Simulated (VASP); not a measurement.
```
CELL_PARAMETERS angstrom
      2.82558     0.00000     0.00000
     -1.41279     2.44702     0.00000
      0.00000     0.00000     3.40968
ATOMIC_POSITIONS crystal
  Fe 0.00000 0.00000 0.00000
  Si 0.66667 0.33333 0.50000
```
Starting moments (μB, in the order of the record's atoms Fe Si): 1.9 0.0.

The numbers are results of r2SCAN meta-GGA, VASP's PBE PAW potentials (set 64) (plane waves; VASP), not measurements. Numerical set-up: 400 eV cut-off, 17×17×12 Γ-centred mesh, tetrahedra with Blöchl corrections, potentials Fe Si.

Q: Give the spin-up energies of bands 1 to 10 at the high-symmetry points, in eV from the Fermi level.

A: 
| band | Γ | M | K | A | L | H |
|---|---|---|---|---|---|---|
| 1 | -13.93 | -8.57 | -7.19 | -11.88 | -7.90 | -6.63 |
| 2 | -4.90 | -7.38 | -6.53 | -8.51 | -5.69 | -5.84 |
| 3 | -3.06 | -4.35 | -5.42 | -3.13 | -5.32 | -4.82 |
| 4 | -3.06 | -4.22 | -3.74 | -2.95 | -2.93 | -3.76 |
| 5 | -1.79 | -2.18 | -3.09 | -2.95 | -2.73 | -3.10 |
| 6 | -1.79 | -1.52 | -1.40 | -2.19 | -2.26 | -2.67 |
| 7 | -1.66 | -0.54 | -1.03 | -2.19 | -1.50 | 1.28 |
| 8 | 4.86 | 3.58 | -0.58 | 9.54 | 1.33 | 1.61 |
| 9 | 8.93 | 4.69 | 7.00 | 9.54 | 2.28 | 1.77 |
| 10 | 8.93 | 6.93 | 8.19 | 12.21 | 7.07 | 2.78 |

Q: Give the spin-down energies of bands 1 to 10 at the high-symmetry points, in eV from the Fermi level.

A: 
```json
[
 {"band": "1", "Γ": "-14.09", "M": "-8.45", "K": "-7.07", "A": "-12.04", "L": "-7.74", "H": "-6.35"},
 {"band": "2", "Γ": "-2.81", "M": "-7.41", "K": "-5.86", "A": "-8.59", "L": "-5.79", "H": "-5.52"},
 {"band": "3", "Γ": "-1.71", "M": "-3.40", "K": "-5.35", "A": "-0.89", "L": "-4.49", "H": "-4.04"},
 {"band": "4", "Γ": "-0.59", "M": "-2.19", "K": "-2.84", "A": "-0.89", "L": "-1.94", "H": "-3.84"},
 {"band": "5", "Γ": "-0.59", "M": "-0.85", "K": "-1.99", "A": "-0.37", "L": "-1.85", "H": "-1.49"},
 {"band": "6", "Γ": "-0.38", "M": "1.45", "K": "1.02", "A": "-0.37", "L": "0.85", "H": "0.91"},
 {"band": "7", "Γ": "-0.38", "M": "2.75", "K": "1.40", "A": "0.37", "L": "1.50", "H": "2.59"},
 {"band": "8", "Γ": "6.50", "M": "3.60", "K": "2.58", "A": "9.53", "L": "2.47", "H": "2.85"},
 {"band": "9", "Γ": "9.13", "M": "4.92", "K": "7.49", "A": "9.53", "L": "4.07", "H": "3.33"},
 {"band": "10", "Γ": "9.13", "M": "7.11", "K": "8.60", "A": "11.98", "L": "7.41", "H": "3.87"}
]
```

It has no gap at this level: it comes out as a metal or semimetal.

The structure was generated: FeSi was put into the WC type (P-6m2), which need not be its known phase. It was relaxed first, which changed the volume by -12 %.
